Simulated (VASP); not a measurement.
Al2SiF2:

```
CELL_PARAMETERS angstrom
2.84881 0.03281 -0.00334
-1.11401 6.65685 -0.02813
-0.22800 -0.38421 8.63693
ATOMIC_POSITIONS crystal
Al 0.92866 0.36753 0.82942
Al 0.94408 0.75869 0.77695
Al 0.32968 0.12899 0.23204
Al 0.12505 0.67638 0.10676
Si 0.81679 0.02814 0.97409
Si 0.46180 0.41273 0.08191
F 0.39861 0.28238 0.70777
F 0.44333 0.79843 0.64678
F 0.86597 0.14745 0.38723
F 0.18084 0.84549 0.28373
```

The cell was built by a generator and needn't be a form met in nature.

* Program: VASP 6.6.1
* Task: relaxation of cell and atoms
* Functional: PBE
* Potentials or basis: VASP PAW PBE potentials, release 64 (Al, Si, F)
* Cutoff: 520 eV
* k mesh: 8 × 4 × 3
* Occupations: gaussian, width 0.15 eV
* Spin: no spin polarisation

At the start: pressure 3.3 GPa; volume 16.41 Å³/atom.

**Question.** Where does the relaxation end?

**Answer.** Over 27 steps the energy falls by 116.7 meV/atom and the volume is 16.89 Å³/atom (+3.0 %); space group P1 (No. 1, to 0.05 Å).

The path:
```csv
step,energy change (eV),largest force (eV/Å),pressure (GPa),volume (Å³)
1,0.0000,4.6826,3.27,164.07
2,-0.7983,2.3195,-0.68,172.07
3,-0.8478,1.5062,-0.30,170.25
4,-1.0284,0.6373,-0.81,170.45
5,-1.0454,0.6126,-0.93,170.55
6,-1.1038,0.5534,0.27,168.07
7,-1.1078,0.6436,0.90,167.03
8,-1.1396,0.3196,-0.09,168.21
9,-1.1397,0.3279,-0.10,168.27
10,-1.1533,0.1245,0.05,168.25
11,-1.1534,0.1531,0.06,168.24
12,-1.1585,0.1023,-0.13,168.42
13,-1.1590,0.1608,-0.20,168.50
14,-1.1619,0.1199,0.20,167.98
15,-1.1619,0.1168,0.21,167.93
16,-1.1639,0.0533,-0.06,168.39
17,-1.1641,0.0697,-0.01,168.59
18,-1.1637,0.1125,-0.13,168.98
19,-1.1642,0.0793,-0.15,168.69
20,-1.1642,0.0754,-0.06,168.64
21,-1.1651,0.0391,-0.04,168.59
22,-1.1653,0.0573,0.00,168.56
23,-1.1660,0.0361,0.07,168.52
24,-1.1661,0.0436,0.14,168.49
25,-1.1665,0.0484,-0.16,169.06
26,-1.1665,0.0338,-0.03,168.88
27,-1.1668,0.0227,0.01,168.92
```

Final structure:
```
Al Si F
1.0
     2.90321    0.03196    0.03989
    -1.13849    6.72755   -0.01742
    -0.10367   -0.35309    8.63104
Al Si F
4 2 4
Direct
  0.93107 0.36364 0.83307
  0.92846 0.74766 0.77316
  0.32417 0.11063 0.24228
  0.13363 0.72029 0.09463
  0.79869 0.00907 0.98277
  0.47588 0.40788 0.08457
  0.39253 0.27802 0.70696
  0.45161 0.81120 0.64753
  0.84008 0.15306 0.37075
  0.21867 0.84478 0.29097
```
